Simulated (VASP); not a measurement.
Data:

```xyz
63
Lattice="7.1466 0.0000 0.0000 0.0000 7.1466 0.0000 0.0000 0.0000 7.1466" Properties=species:S:1:pos:R:3 pbc="T T T"
C      3.5733     0.0000     0.0000
C      4.4890     0.9412     0.8972
C      5.3600     1.7438    -0.0232
C      6.2532     2.6979     0.9237
C      5.3480    -0.0435     1.7654
C      6.2943     0.8646     2.6752
C      0.0000     0.0000     0.0000
C      0.8933     0.8933     0.8933
C      1.7866     1.7866     0.0000
C      2.7050     2.6969     0.8901
C      3.5437     3.5724    -0.0128
C      4.4643     4.4532     0.9272
C      5.3599     5.3599     0.0000
C      6.2532     6.2532     0.8933
C      1.7866     0.0000     1.7866
C      2.7019     0.8846     2.7207
C      3.5413     1.8108     1.7789
C      5.3525     3.5867     1.7889
C      6.2447     4.4166     2.6391
C      3.5943     0.0024     3.5929
C      4.5122     0.9116     4.4218
C      5.3408     1.7959     3.5467
C      6.2998     2.7245     4.5015
C      5.3599     0.0000     5.3599
C      6.2532     0.8933     6.2532
C      0.0000     3.5733     0.0000
C      0.8933     4.4666     0.8933
C      1.7866     5.3599     0.0000
C      2.6800     6.2532     0.8933
C      0.0000     1.7866     1.7866
C      0.8933     2.6800     2.6800
C      1.8243     3.5509     1.7842
C      2.7097     4.4884     2.6446
C      3.5892     5.3168     1.7723
C      4.4666     6.2532     2.6800
C      0.0000     0.0000     3.5733
C      0.8933     0.8933     4.4666
C      1.7421     1.7908     3.5841
C      2.7129     2.7242     4.4293
C      4.4390     4.4741     4.4335
C      5.3882     5.3957     3.5266
C      6.2532     6.2532     4.4666
C      1.7866     0.0000     5.3599
C      2.6800     0.8933     6.2532
C      3.5952     1.8212     5.3267
C      4.4666     2.6800     6.2532
C      5.3263     3.5267     5.3380
C      6.2532     4.4666     6.2532
C      0.0000     5.3599     1.7866
C      0.8933     6.2532     2.6800
C      0.0000     3.5733     3.5733
C      0.8933     4.4666     4.4666
C      1.7866     5.3599     3.5733
C      2.6800     6.2532     4.4666
C      0.0000     1.7866     5.3599
C      0.8933     2.6800     6.2532
C      1.7866     3.5733     5.3599
C      2.6800     4.4666     6.2532
C      3.5733     5.3599     5.3599
C      4.4666     6.2532     6.2532
C      0.0000     5.3599     5.3599
C      0.8933     6.2532     6.2532
N      3.5463     3.5892     3.5365
```
Cell charge +1.

All values below come from PBE GGA, VASP's PBE PAW potentials (set 64) (plane waves; VASP). Settings: PREC = Normal, LREAL = Auto, ISYM = 0, NELECT = 252.0, EDIFF = 1E-5, 400 eV cut-off, 1×1×1 Γ-centred mesh, Gaussian smearing of 0.050 eV, potentials C N.

At this cut-off the stress carries a Pulay error, which pulls relaxed volumes low. The cell is charged, with a uniform compensating background. The supercell is sampled at Γ alone, which is coarse: total energies, pressure and levels can be off, energies of defects by several tenths of an eV.

Q: The ions are relaxed. Which structure does the run end with?

A: 
```xyz
63
Lattice="7.1466 0.0000 0.0000 0.0000 7.1466 0.0000 0.0000 0.0000 7.1466" Properties=species:S:1:pos:R:3 pbc="T T T"
C      3.5748     7.1337     7.1284
C      4.4713     0.8989     0.8938
C      5.3617     1.7879     7.1372
C      6.2508     2.6780     0.8941
C      5.3616     7.1423     1.7827
C      6.2509     0.8989     2.6729
C      0.0062     7.1435     7.1384
C      0.8974     0.8937     0.8887
C      1.7884     1.7755     7.1349
C      2.7096     2.6882     0.9159
C      3.5802     3.5695     7.1461
C      4.4620     4.4396     0.9163
C      5.3742     5.3611     7.1352
C      6.2558     6.2522     0.8888
C      1.7882     7.1401     1.7704
C      2.7096     0.9213     2.6826
C      3.5214     1.6976     1.6926
C      5.4516     3.6273     1.6936
C      6.2288     4.4399     2.6830
C      3.5803     0.0050     3.5645
C      4.4623     0.9216     4.4345
C      5.4521     1.6985     3.6225
C      6.2289     2.6880     4.4350
C      5.3744     7.1403     5.3564
C      6.2560     0.8937     6.2475
C      0.0158     3.5747     7.1286
C      0.9021     4.4645     0.8947
C      1.7923     5.3573     7.1458
C      2.6853     6.2474     0.8948
C      0.0078     1.7879     1.7828
C      0.8960     2.6818     2.6765
C      1.8031     3.5676     1.8043
C      2.6772     4.4728     2.7214
C      3.5822     5.3465     1.8045
C      4.4683     6.2536     2.6764
C      0.0162     7.1339     3.5696
C      0.9026     0.9002     4.4592
C      1.8035     1.8099     3.5622
C      2.6775     2.7273     4.4669
C      4.4228     4.4724     4.4669
C      5.3401     5.3465     3.5623
C      6.2499     6.2475     4.4592
C      1.7923     0.0046     5.3522
C      2.6856     0.9001     6.2418
C      3.5827     1.8100     5.3408
C      4.4683     2.6816     6.2485
C      5.3401     3.5674     5.3409
C      6.2497     4.4643     6.2421
C      0.0093     5.3613     1.7704
C      0.8929     6.2567     2.6800
C      7.1454     3.5698     3.5648
C      0.8846     4.4710     4.4657
C      1.7781     5.3721     3.5763
C      2.6793     6.2659     4.4655
C      0.0096     1.7755     5.3567
C      0.8930     2.6852     6.2518
C      1.7780     3.5815     5.3665
C      2.6792     4.4706     6.2603
C      3.5683     5.3718     5.3665
C      4.4648     6.2566     6.2516
C      7.1454     5.3575     5.3523
C      0.8953     6.2545     6.2493
N      3.4939     3.6558     3.6500
```
Cell charge +1.

Q: How much energy does the relaxation gain?

A: The energy (σ→0) changes by -36.7 meV/atom, in 14 ionic steps.

```csv
step,E(σ→0) (eV),max force (eV/Å),pressure (GPa),volume (Å³)
1,-570.2189,4.734,-10.20,365.00
2,-567.6826,9.846,-5.40,365.00
3,-572.0626,1.910,-10.03,365.00
4,-572.3621,1.784,-8.82,365.00
5,-572.4208,0.895,-9.24,365.00
6,-572.4753,0.712,-8.52,365.00
7,-572.5079,0.299,-8.81,365.00
8,-572.5241,0.242,-8.63,365.00
9,-572.5283,0.133,-8.69,365.00
10,-572.5305,0.095,-8.64,365.00
11,-572.5311,0.056,-8.66,365.00
12,-572.5317,0.040,-8.66,365.00
13,-572.5317,0.033,-8.66,365.00
14,-572.5319,0.020,-8.66,365.00
```

The cell is a supercell with a defect, built from C (diamond): N_C-vac_C, charge +1. The run is not spin-polarised, so no state with unpaired spins was tried.
